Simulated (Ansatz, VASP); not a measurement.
CaY3Cl2 in VASP and in Ansatz

```
Ca Y Cl
1.0
     7.19358    0.00000    0.00000
    -3.59679    6.22982    0.00000
     0.00000    0.00000    3.72849
Ca Y Cl
1 3 2
Direct
  0.00000 0.00000 0.00000
  0.50000 0.00000 0.50000
  0.00000 0.50000 0.50000
  0.50000 0.50000 0.50000
  0.66667 0.33333 0.00000
  0.33333 0.66667 0.00000
```

Change from the starting cell: species swapped into the CeSi2Ir3 type (P6/mmm, No. 191).

Alike in both runs: functional PBE; k mesh 3 × 3 × 4; occupations gaussian, width 0.1 eV; no spin polarisation.

Ansatz relaxed the structure, and its values are those at the end. VASP's run is a single point on that final structure, the one shown.

|  | VASP | Ansatz |
| --- | --- | --- |
| version | VASP 6.6.1 | Ansatz 0.2.0 |
| potentials or method | VASP PAW PBE potentials, release 64 (Ca_sv, Y_sv, Cl) | scalar-relativistic, plane waves, PAW |
| plane-wave cutoff (eV) | 520 | 420 |
| valence electrons in the cell | 57 | 57 |

|  | VASP | Ansatz | Ansatz less VASP |
| --- | --- | --- | --- |
| gap on the k mesh at the Fermi level (eV) | none | none | - |
| pressure (GPa) | 0.2 | 0.2 | -0.03 |

A gap of «none» marks a metal or a gap that the smearing closes. With one functional, cell and mesh, what is left measures potentials, basis and numerics.

Caveats: the k mesh is coarse (spacing up to 0.42 Å⁻¹), so the values aren't converged; an odd number of electrons without spin polarisation forces a metal; a magnetic or distorted state may lie lower.
